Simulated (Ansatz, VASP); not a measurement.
## Cross-check of MgAs2Pb (alpha-NaFeO2 type (invented)) between VASP and Ansatz

One calculation is typed for both programs; each brings its own data sets. How far apart do they land? The cell is generated by rule, not measured, and may not be a known phase. The cell is taken from a series of runs on this material, whose earlier steps may have relaxed, scaled, displaced or heated it; both programs get it as it stands.

Calculated with Ansatz 0.2.0; plane waves, with VASP 6.6.1 beside it; relaxation of cell and atoms at PBE.

**1. Starting point**

It takes space group R-3m (No. 166, trigonal). The conventional cell has a = 4.142 Å, b = 4.142 Å, c = 19.439 Å, α = 90.00°, β = 90.00°, γ = 120.00°. Mg has 6 As at 2.77 Å nearest. Nearest to Pb lie 6 As at 3.02 Å. Nearest to As lie 3 Mg at 2.77 Å and 3 Pb at 3.02 Å. Farther neighbours are not listed.

Structure file:

```cif
data_structure
_symmetry_space_group_name_H-M 'P 1'
_symmetry_Int_Tables_number 1
_cell_length_a 6.9070
_cell_length_b 6.9070
_cell_length_c 6.9070
_cell_angle_alpha 34.897
_cell_angle_beta 34.897
_cell_angle_gamma 34.897
_cell_volume 96.28
loop_
_atom_site_label
_atom_site_type_symbol
_atom_site_fract_x
_atom_site_fract_y
_atom_site_fract_z
_atom_site_occupancy
Mg1 Mg 0.00000 0.00000 0.00000 1
Pb2 Pb 0.50000 0.50000 0.50000 1
As3 As 0.26125 0.26125 0.26125 1
As4 As 0.73875 0.73875 0.73875 1
```

**2. VASP: relaxation of cell and atoms, PBE**

The relaxed volume is the usual yardstick between codes: in a stiff, nearly cubic crystal its relative difference is about their pressure difference at one cell divided by the bulk modulus.

Lines of VASP's logs that name or quote its potential files are left out, and so is its time.

The input, INCAR:

```
SYSTEM = MgAs2Pb
PREC = Accurate
ENCUT = 600
EDIFF = 1E-07
NELM = 120
ISMEAR = 0
SIGMA = 0.1
LREAL = .FALSE.
ALGO = Normal
GGA = PE
NBANDS = 19
LORBIT = 11
LWAVE = .FALSE.
LCHARG = .FALSE.
ISIF = 3
IBRION = 2
NSW = 80
EDIFFG = -0.005
LASPH = .TRUE.
GGA_COMPAT = .FALSE.
NELMIN = 4
KPAR = 2
```

The input, POSCAR:

```
MgAs2Pb
1.0
    2.0710570000      1.1957250000      6.4798290000
   -2.0710570000      1.1957250000      6.4798290000
    0.0000000000     -2.3914500000      6.4798290000
Mg Pb As
1 1 2
Direct
    0.0000000000      0.0000000000      0.0000000000
    0.4999999743      0.4999999743      0.4999999743
    0.2612482006      0.2612482006      0.2612482006
    0.7387517994      0.7387517994      0.7387517994
```

The input, KPOINTS:

```
Automatic mesh
0
Gamma
12 12 12
0 0 0
```

The projector-augmented-wave data sets are Mg, Pb_d and As (PBE family, release 64).

On the command line:

```sh
> mpirun -np 2 vasp_std
```

Numbers of over 12 decimals in the logs are rounded to 6 here.

Log:

```text
[banner, memory and clock lines left out]
running    2 mpi-ranks, on    1 nodes
 distrk:  each k-point on    1 cores,    2 groups
 distr:  one band on    1 cores,    1 groups

 POSCAR found type information on POSCAR MgPbAs
 POSCAR found :  3 types and       4 ions
 LDA part: xc-table for (Slater+PW92), standard interpolation
 POSCAR, INCAR and KPOINTS ok, starting setup
 FFT: planning ... GRIDC
 FFT: planning ... GRID_SOFT
 FFT: planning ... GRID
 WAVECAR not read
 entering main loop
       N       E                     dE             d eps       ncg     rms          rms(c)
DAV:   1     0.203660272775E+03    0.20366E+03   -0.12678E+04  7190   0.144E+03
DAV:   2     0.336553097910E+01   -0.20029E+03   -0.19399E+03  7388   0.326E+02
DAV:   3    -0.144802876530E+02   -0.17846E+02   -0.17469E+02  9692   0.101E+02
DAV:   4    -0.150621748565E+02   -0.58189E+00   -0.57555E+00  8419   0.182E+01
DAV:   5    -0.150784929956E+02   -0.16318E-01   -0.16312E-01 10084   0.353E+00    0.275E+00
DAV:   6    -0.148177395472E+02    0.26075E+00   -0.59595E-01 10781   0.619E+00    0.152E+00
DAV:   7    -0.147998392248E+02    0.17900E-01   -0.15672E-01  8117   0.191E+00    0.664E-01
DAV:   8    -0.147993296216E+02    0.50960E-03   -0.12181E-02  8656   0.920E-01    0.180E-01
DAV:   9    -0.147994561994E+02   -0.12658E-03   -0.14404E-03  8222   0.253E-01    0.604E-02
DAV:  10    -0.147994404216E+02    0.15778E-04   -0.10900E-04  8662   0.651E-02    0.406E-02
DAV:  11    -0.147994463316E+02   -0.59100E-05   -0.36570E-05  8485   0.463E-02    0.147E-02
DAV:  12    -0.147994440339E+02    0.22977E-05   -0.54178E-06  8939   0.190E-02    0.320E-03
DAV:  13    -0.147994439694E+02    0.64481E-07   -0.68457E-07  8631   0.839E-03
   1 F= -.14799444E+02 E0= -.14792947E+02  d E =-.147994E+02
[...]
2 F= -.14800010E+02 E0= -.14793513E+02  d E =-.566305E-03
[...]
3 F= -.14800546E+02 E0= -.14794036E+02  d E =-.110167E-02
[...]
4 F= -.14800900E+02 E0= -.14794397E+02  d E =-.353941E-03
[...]
5 F= -.14801544E+02 E0= -.14795047E+02  d E =-.997889E-03
[...]
6 F= -.14800898E+02 E0= -.14794345E+02  d E =-.352068E-03
 curvature:  17.36 expect dE= 0.139E-01 dE for cont linesearch  0.516E-02
 ZBRENT: bracketing found
 ZBRENT: interpolating
 opt :   1.9846  next Energy=   -14.801627 (dE=-0.108E-02)
 bond charge predicted
       N       E                     dE             d eps       ncg     rms          rms(c)
DAV:   1    -0.148060414120E+02   -0.51437E-02   -0.34203E-01  7890   0.562E+00    0.353E-01
DAV:   2    -0.148029204372E+02    0.31210E-02   -0.18067E-02  8526   0.138E+00    0.187E-01
DAV:   3    -0.148016954951E+02    0.12249E-02   -0.33786E-03  8911   0.792E-01    0.493E-02
DAV:   4    -0.148016365343E+02    0.58961E-04   -0.29919E-04  9438   0.170E-01    0.191E-02
DAV:   5    -0.148016278033E+02    0.87310E-05   -0.31956E-05 10050   0.624E-02    0.741E-03
DAV:   6    -0.148016269897E+02    0.81357E-06   -0.51231E-06  9151   0.183E-02    0.219E-03
DAV:   7    -0.148016269719E+02    0.17800E-07   -0.32543E-07  7580   0.543E-03
   7 F= -.14801627E+02 E0= -.14795125E+02  d E =-.108133E-02
 curvature:  -0.28 expect dE=-0.842E-06 dE for cont linesearch -0.418E-09
 trial: gam= 0.02162 g(F)=  0.438E-06 g(S)=  0.255E-05 ort = 0.202E-05 (trialstep = 0.685E+00)
 search vector abs. value=  0.436E-05
 reached required accuracy - stopping structural energy minimisation
```

From OUTCAR (step 2):

```text
ion  position               nearest neighbor table
   1  0.000  0.000  0.000-   4 2.77   3 2.77   4 2.77   4 2.77   3 2.77   3 2.77
   2  0.500  0.500  0.500-   4 3.02   4 3.02   4 3.02   3 3.02   3 3.02   3 3.02
   3  0.261  0.261  0.261-   1 2.77   1 2.77   1 2.77   2 3.02   2 3.02   2 3.02
   4  0.739  0.739  0.739-   1 2.77   1 2.77   1 2.77   2 3.02   2 3.02   2 3.02

  LATTYP: Found a trigonal (rhomboedric) cell.
 ALAT       =     6.9070412799
 COS(alpha) =     0.8201833112

 Subroutine GETGRP returns: Found 12 space group operations
 (whereof 12 operations were pure point group operations)

The static configuration has the point symmetry D_3d.

 Found    189 irreducible k-points:

   k-points           NKPTS =    189   k-points in BZ     NKDIM =    189   number of bands    NBANDS=     19

   dimension x,y,z NGX =    56 NGY =   56 NGZ =   56
   dimension x,y,z NGXF=   112 NGYF=  112 NGZF=  112

   ENCUT  =  600.0 eV  44.10 Ry    6.64 a.u.  13.80 13.80 13.80*2*pi/ulx,y,z

   NELECT =      26.0000    total number of electrons

 k-points in reciprocal lattice and weights: Automatic mesh
   0.00000000  0.00000000  0.00000000       0.001
   0.08333333 -0.00000000 -0.00000000       0.003
   0.16666667 -0.00000000  0.00000000       0.003
   0.25000000 -0.00000000 -0.00000000       0.003
   0.33333333 -0.00000000  0.00000000       0.003
   0.41666667 -0.00000000 -0.00000000       0.003
   0.50000000 -0.00000000 -0.00000000       0.002
   0.08333333  0.08333333 -0.00000000       0.003
   0.16666667  0.08333333  0.00000000       0.007
[...]
-0.41666667  0.50000000  0.41666667       0.003
   0.50000000  0.50000000  0.50000000       0.001

 average (electrostatic) potential at core
       1 -36.9047       2 -92.6327       3 -49.6222       4 -49.6222

 E-fermi :   4.4938

 k-point     1 :       0.0000    0.0000    0.0000
  band No.  band energies     occupation
    ...
     10       4.2045      1.99996
     11       4.2045      1.99996
     12       4.4525      1.44095
     13       4.4619      1.34840
     14       4.4619      1.34840
     15       7.0100      0.00000
     16       7.4468      0.00000
     17       7.4468      0.00000
     18       9.2393      0.00000
     19      11.0627      0.00000

 k-point     2 :       0.0833   -0.0000   -0.0000
  band No.  band energies     occupation
    ...
      8      -2.9150      2.00000
      9       2.9660      2.00000
     10       3.4603      2.00000
     11       4.0825      2.00000
     12       4.3649      1.93173
     13       4.7391      0.00052
     14       4.9881      0.00000
     15       7.1155      0.00000
     16       7.3549      0.00000
     17       7.6388      0.00000
    ...

 k-point     3 :       0.1667   -0.0000    0.0000
  band No.  band energies     occupation
    ...
      8      -2.8209      2.00000
      9       2.0845      2.00000
     10       2.5013      2.00000
     11       3.8081      2.00000
     12       4.1135      2.00000
     13       4.6608      0.01823
     14       5.1312      0.00000
     15       7.2716      0.00000
     16       7.8996      0.00000
     17       8.0978      0.00000
    ...

  Total        0.0093722      0.0093722     -0.0060082      0.0000000      0.0000000      0.0000000
  in kB        0.1556742      0.1556741     -0.0997984      0.0000000      0.0000000      0.0000000
  external PRESSURE =       0.0705166 kB  Pullay stress =       0.0000000 kB

  energy-cutoff  :      600.00
  volume of cell :       96.46
      direct lattice vectors                 reciprocal lattice vectors
     2.081806337  1.201931128  6.424854190     0.240176039  0.138665738  0.051881852
    -2.081806337  1.201931128  6.424854190    -0.240176039  0.138665738  0.051881852
    -0.000000000 -2.403862256  6.424854190     0.000000000 -0.277331476  0.051881852

 POSITION                                       TOTAL-FORCE (eV/Angst)
 -----------------------------------------------------------------------------------
      0.00000     -0.00000      0.00000         0.000000     -0.000000      0.000000
     -0.00000      0.00000      9.63728        -0.000000     -0.000000      0.000000
     -0.00000      0.00000      5.05815         0.000000      0.000000     -0.002130
     -0.00000      0.00000     14.21642        -0.000000     -0.000000      0.002130
 -----------------------------------------------------------------------------------
    total drift:                                0.000000      0.000000      0.000445

  FREE ENERGIE OF THE ION-ELECTRON SYSTEM (eV)
  ---------------------------------------------------
  free  energy   TOTEN  =       -14.8016269719 eV

  energy  without entropy=      -14.7886225527  energy(sigma->0) =      -14.79512476

 reached required accuracy - stopping structural energy minimisation

 total charge
# of ion       s       p       d       tot
------------------------------------------
    1        0.176   0.131   0.027   0.334
    2        1.374   0.686   9.836  11.896
    3        1.267   1.441   0.017   2.724
    4        1.267   1.441   0.017   2.724
--------------------------------------------------
tot          4.084   3.699   9.896  17.679

[... 3 further parts left out ...]
```

The run keeps the 12 symmetry operations of its start, so it cannot find a distortion of lower symmetry.

**3. Ansatz: relaxation of cell and atoms, PBE**

Ansatz runs on its default PAW (the set named soft_2) files.

The same cell, functional, mesh and smearing now go to Ansatz, which takes its cutoff from its data sets.

The input, input.yaml:

```yaml
crystal:
  lattice:
    - [2.0710565778, 1.1957252309, 6.479828768]
    - [-2.0710565778, 1.1957252309, 6.479828768]
    - [0.0, -2.3914499871, 6.4798288556]
  atoms:
    - { symbol: Mg, position: [1.0, 0.0, 0.0] }
    - { symbol: Pb, position: [0.5, 0.5, 0.5] }
    - { symbol: As, position: [0.261248192, 0.261248192, 0.261248192] }
    - { symbol: As, position: [0.738751808, 0.738751808, 0.738751808] }
kpoints:
  mp_grid: { grid: [12, 12, 12] }
hamiltonian:
  xc: pbe
scf:
  occupations: { method: gaussian, width: 0.1 }
output:
  forces: true
  stress: true
  eigenvalues: true
relax:
  adjacent_minimum: "off"
  f_tol: 0.005
  max_steps: 80
  cell: { stress_tol: 0.05 }
```

On the command line:

```sh
> ansatz run input.yaml --threads 2 --pin off --max-ram 5120MiB --backend cpu --events-out ev --progress --plain --runs-dir out
```

Log:

```text
basis.fft_grid_basis auto: the FFT boxes are laid along the combinations [[1, 0, -1], [0, 1, -1], [0, 0, 1]] of the cell's own vectors, 4.142, 4.142 and 6.907 Å long. The dense box has 30×30×48 points. Along the cell's own vectors, as sized, it would have 48×48×48, 2.56 times as many. Of the 12 symmetry operations that the crystal satisfies within crystal.symmetry.tolerance (time reversal apart; of a slab, those that [...]
Engine: ansatz 0.2.0, x86_64-unknown-linux-gnu
Pseudopotentials: kind: paw
Pseudopotential: Mg, paw, valence charge 10, recommended cutoff 420 eV (normal), Mg.paw.azcp
Pseudopotential: Pb, paw, valence charge 14, recommended cutoff 420 eV (normal), Pb.paw.azcp
Pseudopotential: As, paw, valence charge 15, recommended cutoff 420 eV (normal), As.paw.azcp
Functional definition: PBE
  parameter kappa = 0.804
  parameter beta = 0.066725
  exchange = pbe_x(kappa = kappa, mu = beta*pi^2/3)
  correlation = pbe_c(beta = beta)
Crystal: 4 atoms, lattice volume = 96.280 Å³
Basis set: ecut = 420 eV, 1845 PW (Γ), FFT grids on a1−a3, a2−a3, a3, exchange–correlation on 60×60×96 points (8 copies of the dense FFT grid, shifted against one another)
Bands: 33, of which v1, the nominal top of the filled ones, is band 27 counted from 1 (26 counted from 0)
Symmetry: 12 space group operations
Space group: R-3m (ITA 166), of the structure as read, at distance tolerance 4.6e-5 Å
k-points: 189 of 1728
Non-local potential: Mg, projectors of the file, l = 0: 3, l = 1: 2, l = 2: 1
Non-local potential: Pb, projectors of the file, l = 0: 2, l = 1: 2, l = 2: 2, l = 3: 2
Non-local potential: As, projectors of the file, l = 0: 2, l = 1: 2, l = 2: 3, l = 3: 1
PAW form: soft (Blöchl's): semilocal exchange-correlation on the pseudo side does not see the compensation charge
PAW one-centre angular grid: Mg, 110 points (default); XC on 64 Gauss nodes
PAW one-centre angular grid: Pb, 590 points (default); XC on 64 Gauss nodes
PAW one-centre angular grid: As, 590 points (default); XC on 64 Gauss nodes
Initial density: superposition of atomic densities (neutral atoms: chi_scale 0, normalization atom), corrected by the library's trained network
Initial wavefunctions: pseudopotential atomic-orbital guess
Functional: x = pbe(κ = 0.804, μ = 0.219515), c = pbe(β = 0.066725)
SCF iter   1: F=—  HF=-23542.871325 eV  |F-HF|=—  |Δ(HF+E_count)|=         —  Δρ=1.24e-3  dr2=2.28e-3  ethr=1.77e-3  ⟨swp⟩=6.3  Hψ=25305  notcnv=0
preconditioner: auto → Kerker (q_TF=auto, 2.478 Å⁻¹)  [metal: Δε(μ)=0.007 eV  Ē_g=13.034 eV  σ=0.100 eV  W_gap=0.04  n_scr=28 (ndim 8)  ℏωp=19.3 eV  f_vac=0.000  D(μ)=2.59/eV (n_scr^D=22)]
SCF iter   2: F=—  HF=-23542.868656 eV  |F-HF|=—  |Δ(HF+E_count)|=   2.67e-3  Δρ=8.79e-4  dr2=1.37e-3  ethr=4.22e-6  ⟨swp⟩=2.0  Hψ=12036  notcnv=0
SCF iter   3: F=—  HF=-23542.868705 eV  |F-HF|=—  |Δ(HF+E_count)|=   4.93e-5  Δρ=3.39e-4  dr2=1.28e-4  ethr=2.54e-6  ⟨swp⟩=2.1  Hψ=10347  notcnv=0
SCF iter   4: F=—  HF=-23542.868627 eV  |F-HF|=—  |Δ(HF+E_count)|=   7.85e-5  Δρ=2.07e-4  dr2=3.03e-5  ethr=2.36e-7  ⟨swp⟩=2.0  Hψ=10321  notcnv=0
SCF iter   5: F=—  HF=-23542.868619 eV  |F-HF|=—  |Δ(HF+E_count)|=   8.41e-6  Δρ=9.89e-5  dr2=8.28e-6  ethr=5.61e-8  ⟨swp⟩=2.0  Hψ=9832  notcnv=0
SCF iter   6: F=—  HF=-23542.868619 eV  |F-HF|=—  |Δ(HF+E_count)|=   4.37e-7  Δρ=2.69e-5  dr2=6.49e-7  ethr=1.53e-8  ⟨swp⟩=2.0  Hψ=10684  notcnv=0
SCF iter   7: F=-23542.868619 eV  HF=-23542.868619 eV  |F-HF|=5.26e-8  |Δ(HF+E_count)|=   8.38e-8  Δρ=1.04e-5  dr2=9.06e-8  ethr=1.85e-10  ⟨swp⟩=7.1  Hψ=32606  notcnv=0
SCF 1 converged in 7 iterations: F = -23542.868619 eV  dr2 = 9.06e-8
  greatest PAW one-centre occupation: 1.000 electrons in one spin orbital (limit 2), on the Mg atom at site 0 (counted from 0), in its partial waves of l = 0
relax step   1: F+E_penalty+E_count = -23542.86861891 eV  Δ(F+E_penalty+E_count) = +0.000e0 eV  max|allowed force component| = 5.238e-2 eV/Å  Δτ_max = 0.0000 Å  P = +0.088 GPa  Ω = 96.280 Å³  (7 SCF iters, dr2 threshold 1.00e-7 eV, accepted)
[...]
relax step   2: F+E_penalty+E_count = -23542.87017561 eV  Δ(F+E_penalty+E_count) = -1.557e-3 eV  max|allowed force component| = 4.651e-4 eV/Å  Δτ_max = 0.0165 Å  P = -0.024 GPa  Ω = 96.496 Å³  energy of the carried Pulay correction = -2.366e-5 eV  (6 SCF iters, dr2 threshold 1.71e-7 eV, accepted)
[...]
relax step   3: F+E_penalty+E_count = -23542.87047059 eV  Δ(F+E_penalty+E_count) = -2.950e-4 eV  max|allowed force component| = 1.154e-3 eV/Å  Δτ_max = 0.0040 Å  P = +0.017 GPa  Ω = 96.420 Å³  energy of the carried Pulay correction = -1.529e-5 eV  (5 SCF iters, dr2 threshold 6.17e-8 eV, accepted)
[...]
relax step   4: F+E_penalty+E_count = -23542.87048937 eV  Δ(F+E_penalty+E_count) = -1.878e-5 eV  max|allowed force component| = 1.155e-3 eV/Å  Δτ_max = 0.0000 Å  P = +0.017 GPa  Ω = 96.420 Å³  stress off target by 1.88e-2 GPa  SCF on the basis re-selected at this cell (its energy is not comparable with the rows above)  (6 SCF iters)
basis re-selected at this cell: Δ(F+E_penalty+E_count) = -1.878e-5 eV, ΔP = +0.000 GPa vs the last step (what re-selecting the basis moved, of the pressure what is left beyond the Pulay correction that the steps carried, after the strain that the cell walked since its last selection, with what the two solves' SCF thresholds leave and, on support functions, any second-order correction that the steps lacked; it is no m [...]
SCF converged after 6 iterations
Free energy (F): -23542.870489 eV
Harris-Foulkes:  -23542.870489 eV  (|F-HF|=7.28e-12)
Internal energy: -23542.857391 eV  (E = F + TS)
E sigma→0 (E₀):  -23542.863940 eV
Entropy (-TS):   -0.013099 eV (-3.275 meV/atom)
Fermi energy:    8.737276 eV
--- Per-component energies (eV) ---
  E_band       = -873.528966
  E_kinetic    = 569.324597
  E_local      = -6115.456345  (includes V_loc(G=0)·N_el)
  E_nonlocal   = -896.270485
  E_hartree    = 2897.443112
  E_xc         = -407.319181
  E_vxc        = -327.265191  (∫ρ·V_xc dr)
  E_paw        = -14368.391069  (= ΣΔE_a)
  E_vpaw       = 101.252215  (= ΣTr[D̂ρ^β])
  E_aug_tail   = 0.000063  (compensation charges beyond the density's cutoff)
  E_ewald      = -5222.188082
  E_smearing   = -0.013099  (= −TS)
  E_closure    = -0.000000  (closes the sum)
  Σ components = -23542.870489   (vs F -23542.870489, Δ=0.00e0)
--- Forces (eV/Å), atoms counted from 1 ---
  atom   1  Mg     0.00000000     0.00000000    -0.00000000
  atom   2  Pb    -0.00000000     0.00000000     0.00000000
  atom   3  As     0.00000000    -0.00000000    -0.00115531
  atom   4  As    -0.00000000     0.00000000     0.00115531
  max |Σ_I F_I| component: 7.23e-20 eV/Å
--- Stress (GPa, compression-positive) ---
        0.016734       0.000000       0.000000
        0.000000       0.016734       0.000000
        0.000000       0.000000       0.018792
  P = ⅓ Tr σ = 0.0174 GPa (0.174 kbar)
--- Band table (eV; the first three rows and the last of 189) ---
  k-point 0: bands = [... 23 lower, 8.4456, 8.4456, 8.6974, 8.6994, 8.6994, 11.2465, 11.6933, 11.6933, ... 2 higher]
  k-point 1: bands = [... 23 lower, 7.7043, 8.3241, 8.6024, 8.9806, 9.2329, 11.3569, 11.5964, 11.8856, ... 2 higher]
  k-point 2: bands = [... 23 lower, 6.7469, 8.0503, 8.3517, 8.9024, 9.3797, 11.5125, 12.1451, 12.3455, ... 2 higher]
  k-point 188: bands = [... 23 lower, 8.1397, 8.1397, 8.9632, 8.9632, 10.6924, 10.8298, 12.2438, 12.2438, ... 2 higher]
--- Relaxed structure (3 steps of the walk, 3 accepted, 1 SCFs on fresh bases) ---
  F+E_penalty+E_count = -23542.87048937 eV   max|allowed force component| = 1.155e-3 eV/Å   (the final SCF, on the basis selected at the relaxed cell)
  cell:  # Å, volume = 96.4196 Å³
    - [2.082034, 1.202063, 6.420948]
    - [-2.082034, 1.202063, 6.420948]
    - [0, -2.404126, 6.420948]
  atoms:
    - { symbol: Mg, position: [1.0, 0.0, 0.0] }
    - { symbol: Pb, position: [0.5, 0.5, 0.500000] }
    - { symbol: As, position: [0.262306, 0.262306, 0.262306] }
    - { symbol: As, position: [0.737694, 0.737694, 0.737694] }
```

The column dr2 measures how far the density is from self-consistency, as an energy; F and HF (Harris–Foulkes) agree once it is small.

**4. Comparison**

Known differences besides the potentials themselves: the data sets hold 54 valence electrons in Ansatz (on its default PAW (the set named soft_2) files) and 26 in VASP; the cutoff is 420 eV in Ansatz and 600 eV in VASP; Ansatz adds a Pulay correction to the stress that steers its cell, VASP none. Total energies have different zeros and are not compared.

Compared:

```
                                         quantity  Ansatz   VASP  difference
                                      volume (Å³)   96.42  96.46     -0.04 %
edge a after relaxation, in the typed setting (Å)   6.856  6.860     -0.05 %
```

**5. Summary of results**

```
difference in edge a after relaxation, in the typed setting (relaxation of cell and atoms, PBE) : -0.051 %
```

**Reading.** The difference in edge a after relaxation, in the typed setting is -0.051 % (relaxation of cell and atoms, PBE), within the 1.2 % picked in this series as the mark of a large difference, as far as the stopping tolerances let one tell. The data sets hold unlike numbers of valence electrons (54 in Ansatz and 26 in VASP), so part of the differences comes from the potentials. 1 further run of this series is not shown here. Such differences can come from data sets, numerical settings and the points named under the comparisons, not from the functional's error against experiment.

[Lines on the potential files, build, host, timing and source positions are cut from VASP's logs without a mark.]

[Logs are printed without paths, hosts, clocks, repeated set-up lines and the standing remarks that a program may print on its own settings, such as how far it seeks lower states.]

[Hosts, paths, dates, database ids (printed as entryN), source tags and the programs' standing remarks are cut or masked in the printed files.]
